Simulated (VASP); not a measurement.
VASP ran on this input.

KPOINTS:
```
Automatic mesh
0
Gamma
8 8 8
0 0 0
```

INCAR:
```
! general
SYSTEM  = ZnSe
PREC    = Accurate
ENCUT   = 520
LREAL   = F
LASPH   = T

! electronic loop
EDIFF   = 1E-7
NELM    = 100
ALGO    = Normal
LMAXMIX = 4

! smearing
ISMEAR  = 0
SIGMA   = 0.05

! functional
GGA     = PE
IVDW    = 11

! ions
ISIF    = 2

! output
LWAVE   = F
LCHARG  = F
```

**POSCAR**
```
ZnSe
1
    0.0000000000     2.8597765722     2.8597765722
    2.8597765722     0.0000000000     2.8597765722
    2.8597765722     2.8597765722     0.0000000000
Zn Se
1 1
Direct
  0.0000000000   0.0000000000   1.0000000000
  0.2500000000   0.2500000000   0.2500000000
```

POTCAR, in this order: Zn Se (PBE.64 set). Program: vasp_std.

Problem. Translate this PBE-D3 (zero damping) calculation to Quantum ESPRESSO's pw.x.

Solution. One equivalent input (not run):
```
&CONTROL
  calculation = 'scf'
  pseudo_dir = './pseudo'
  outdir = './out'
  tprnfor = .true.
  tstress = .true.
/
&SYSTEM
  ibrav = 0
  nat = 2
  ntyp = 2
  ecutwfc = 86
  occupations = 'smearing'
  smearing = 'gaussian'
  degauss = 0.003675
  input_dft = 'pbe'
  vdw_corr = 'grimme-d3'
  dftd3_version = 3
  dftd3_threebody = .false.
/
&ELECTRONS
  conv_thr = 7.3e-09
  electron_maxstep = 100
/
ATOMIC_SPECIES
  Zn 65.380 Zn.upf
  Se 78.971 Se.upf
CELL_PARAMETERS angstrom
     0.0000000    2.8597766    2.8597766
     2.8597766    0.0000000    2.8597766
     2.8597766    2.8597766    0.0000000
ATOMIC_POSITIONS crystal
  Zn   0.0000000  0.0000000  1.0000000
  Se   0.2500000  0.2500000  0.2500000
K_POINTS automatic
  8 8 8 0 0 0
```
Limits of the translation: the potentials are each code's own (VASP's PAW set, PseudoDojo norm-conserving files in pw.x), so ENCUT and ecutwfc are chosen apart and not converted; conv_thr bounds pw.x's estimated SCF error, while EDIFF bounds the energy change between steps.

The compound is ZnSe in the zinc blende structure. This cell is one point of a volume scan, at 1.03 of the reference volume.
